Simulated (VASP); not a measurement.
Computed with MS2 meta-GGA, VASP's PBE PAW potentials (set 64) (plane waves; VASP).

The input files of a VASP run:

File KPOINTS_OPT:
```
k-points along high-symmetry lines
10
Line-mode
Reciprocal
  0.000000   0.000000   0.000000 ! GAMMA
  0.000000   0.500000   0.000000 ! X

  0.000000   0.500000   0.000000 ! X
  0.500000   0.500000   0.000000 ! M

  0.500000   0.500000   0.000000 ! M
  0.000000   0.000000   0.000000 ! GAMMA

  0.000000   0.000000   0.000000 ! GAMMA
  0.500000   0.500000   0.500000 ! R

  0.500000   0.500000   0.500000 ! R
  0.000000   0.500000   0.000000 ! X

  0.500000   0.500000   0.500000 ! R
  0.500000   0.500000   0.000000 ! M
```

### POSCAR
```
TiCo
1
    2.9446427207     0.0000000000     0.0000000000
    0.0000000000     2.9446427207     0.0000000000
    0.0000000000     0.0000000000     2.9446427207
Ti Co
1 1
Direct
  0.0000000000   0.0000000000   0.0000000000
  0.5000000000   0.5000000000   0.5000000000
```

### INCAR
```
SYSTEM=TiCo
PREC=Accurate; ENCUT=520; LREAL=.FALSE.
LASPH=.TRUE.
EDIFF=1E-7; NELM=100; ALGO=Normal
LMAXMIX=4; LMIXTAU=.TRUE.
ISMEAR=-5
METAGGA=MS2
ISIF=2
LWAVE=.FALSE.; LCHARG=.FALSE.; LORBIT=11
NEDOS=601
```

KPOINTS:
```
Regular mesh
0
Gamma
14 14 14
```

POTCAR, in this order: Ti_sv Co (PBE.64 set). Program: vasp_std.

Output of the run:

**OUTCAR**
```
 ion  position               nearest neighbor table
   1  0.000  0.000  0.000-   2 2.55   2 2.55   2 2.55   2 2.55   2 2.55   2 2.55   2 2.55   2 2.55
  LATTYP: Found a simple cubic cell.
 ALAT       =     2.9446427207
 Subroutine PRICEL returns:
 Original cell was already a primitive cell.
 Subroutine GETGRP returns: Found 48 space group operations
The static configuration has the point symmetry O_h .
The dynamic configuration has the point symmetry O_h .
 Subroutine INISYM returns: Found 48 space group operations
 Subroutine IBZKPT returns following result:
 Found    120 irreducible k-points:

 Following reciprocal coordinates:
            Coordinates               Weight
  0.000000  0.000000  0.000000      1.000000
  0.071429  0.000000  0.000000      6.000000
  0.142857  0.000000  0.000000      6.000000
  0.214286  0.000000  0.000000      6.000000
  0.285714  0.000000  0.000000      6.000000
  0.357143  0.000000  0.000000      6.000000
  0.428571  0.000000  0.000000      6.000000
  0.500000  0.000000  0.000000      3.000000
  0.071429  0.071429  0.000000     12.000000
  0.142857  0.071429  0.000000     24.000000
  0.214286  0.071429  0.000000     24.000000
  0.285714  0.071429  0.000000     24.000000
  0.357143  0.071429  0.000000     24.000000
  0.428571  0.071429  0.000000     24.000000
  0.500000  0.071429  0.000000     12.000000
  0.142857  0.142857  0.000000     12.000000
  0.214286  0.142857  0.000000     24.000000
  0.285714  0.142857  0.000000     24.000000
  0.357143  0.142857  0.000000     24.000000
  0.428571  0.142857  0.000000     24.000000
  0.500000  0.142857  0.000000     12.000000
  0.214286  0.214286  0.000000     12.000000
  0.285714  0.214286  0.000000     24.000000
  0.357143  0.214286  0.000000     24.000000
  0.428571  0.214286  0.000000     24.000000
...
```

**OSZICAR**
```
       N       E                     dE             d eps       ncg     rms          rms(c)
DAV:   1     0.136098598420E+03    0.13610E+03   -0.10099E+04  3376   0.183E+03
DAV:   2    -0.285059019420E+02   -0.16460E+03   -0.16216E+03  3402   0.413E+02
DAV:   3    -0.389888728573E+02   -0.10483E+02   -0.10414E+02  5540   0.113E+02
DAV:   4    -0.393233000485E+02   -0.33443E+00   -0.33258E+00  4146   0.163E+01
DAV:   5    -0.393380960438E+02   -0.14796E-01   -0.14792E-01  5012   0.311E+00    0.250E+01
DAV:   6    -0.412525670177E+02   -0.19145E+01   -0.19548E+02  3500   0.228E+02    0.350E+01
DAV:   7    -0.242521452454E+02    0.17000E+02   -0.37563E+01  4370   0.784E+01    0.893E+00
DAV:   8    -0.238866572027E+02    0.36549E+00   -0.20646E+01  4962   0.505E+01    0.130E+01
DAV:   9    -0.231407010097E+02    0.74596E+00   -0.68477E+00  5134   0.256E+01    0.413E+00
DAV:  10    -0.231402268894E+02    0.47412E-03   -0.92662E-02  3524   0.304E+00    0.405E+00
DAV:  11    -0.234190280478E+02   -0.27880E+00   -0.12815E+00  3950   0.110E+01    0.364E+00
DAV:  12    -0.232367233598E+02    0.18230E+00   -0.13189E+00  3996   0.154E+01    0.290E+00
DAV:  13    -0.232683738936E+02   -0.31651E-01   -0.62030E-01  4148   0.110E+01    0.214E+00
DAV:  14    -0.231796581652E+02    0.88716E-01   -0.12811E-01  3638   0.488E+00    0.150E+00
DAV:  15    -0.231588096640E+02    0.20849E-01   -0.26517E-02  4528   0.196E+00    0.949E-01
DAV:  16    -0.231424462315E+02    0.16363E-01   -0.41912E-02  4296   0.146E+00    0.794E-01
DAV:  17    -0.231373402822E+02    0.51059E-02   -0.11033E-02  4796   0.124E+00    0.545E-01
DAV:  18    -0.231359588680E+02    0.13814E-02   -0.18539E-03  4182   0.421E-01    0.442E-01
DAV:  19    -0.231340895190E+02    0.18693E-02   -0.68060E-03  4006   0.122E+00    0.161E-01
DAV:  20    -0.231333168408E+02    0.77268E-03   -0.30754E-03  3846   0.587E-01    0.292E-02
DAV:  21    -0.231333349396E+02   -0.18099E-04   -0.49798E-04  4940   0.192E-01    0.580E-02
DAV:  22    -0.231332952173E+02    0.39722E-04   -0.12533E-04  3824   0.107E-01    0.395E-02
DAV:  23    -0.231333062932E+02   -0.11076E-04   -0.76697E-05  4614   0.103E-01    0.163E-02
DAV:  24    -0.231333055974E+02    0.69574E-06   -0.10103E-05  4208   0.311E-02    0.754E-03
DAV:  25    -0.231333049025E+02    0.69489E-06   -0.60172E-06  3822   0.281E-02    0.114E-02
DAV:  26    -0.231333033431E+02    0.15594E-05   -0.67650E-07  3938   0.112E-02    0.862E-03
DAV:  27    -0.231333014653E+02    0.18778E-05   -0.56330E-06  3678   0.338E-02    0.889E-04
DAV:  28    -0.231332999788E+02    0.14865E-05   -0.17707E-07  2478   0.539E-03    0.949E-04
DAV:  29    -0.231332987754E+02    0.12034E-05   -0.36160E-08  1746   0.250E-03    0.610E-04
DAV:  30    -0.231332978698E+02    0.90563E-06   -0.12341E-08  1728   0.172E-03    0.441E-04
DAV:  31    -0.231332977911E+02    0.78692E-07   -0.28159E-09  1716   0.777E-04
   1 F= -.23133298E+02 E0= -.23133298E+02  d E =0.000000E+00
       N       E                     dE             ncg
```

### OUTCAR
```
------------------------ aborting loop because EDIFF is reached ----------------------------------------
  FORCE on cell =-STRESS in cart. coord.  units (eV):
  Direction    XX          YY          ZZ          XY          YZ          ZX
  --------------------------------------------------------------------------------------
  Total       -0.0252473     -0.0252473     -0.0252473      0.0000000      0.0000000     -0.0000000
  in kB       -1.5842647     -1.5842647     -1.5842647      0.0000000      0.0000000     -0.0000000
  external PRESSURE =      -1.5842647 kB  Pullay stress =       0.0000000 kB
  volume of cell :       25.53
      direct lattice vectors                 reciprocal lattice vectors
     2.944642721  0.000000000  0.000000000     0.339599773  0.000000000  0.000000000
     0.000000000  2.944642721  0.000000000     0.000000000  0.339599773  0.000000000
     0.000000000  0.000000000  2.944642721     0.000000000  0.000000000  0.339599773
 POSITION                                       TOTAL-FORCE (eV/Angst)
 -----------------------------------------------------------------------------------
      0.00000      0.00000      0.00000         0.000000      0.000000      0.000000
      1.47232      1.47232      1.47232         0.000000      0.000000      0.000000
 -----------------------------------------------------------------------------------
    total drift:                                0.000000      0.000000     -0.000000
  FREE ENERGIE OF THE ION-ELECTRON SYSTEM (eV)
  ---------------------------------------------------
  free  energy   TOTEN  =       -23.1332977911 eV

  energy  without entropy=      -23.1332977911  energy(sigma->0) =      -23.13329779

 total charge

# of ion       s       p       d       tot
------------------------------------------
    1        2.261   6.209   1.814  10.285
    2        0.568   0.515   7.341   8.423
--------------------------------------------------
tot          2.829   6.724   9.155  18.708
```
(Selected blocks of OUTCAR.)

For a metal the tetrahedron method with Blöchl corrections gives inexact stress and forces.

The compound is TiCo in the CsCl type structure. It was relaxed first. The run is not spin-polarised, so no magnetic state was tried. The electron count is odd and the run is not spin-polarised, which forces a metal.
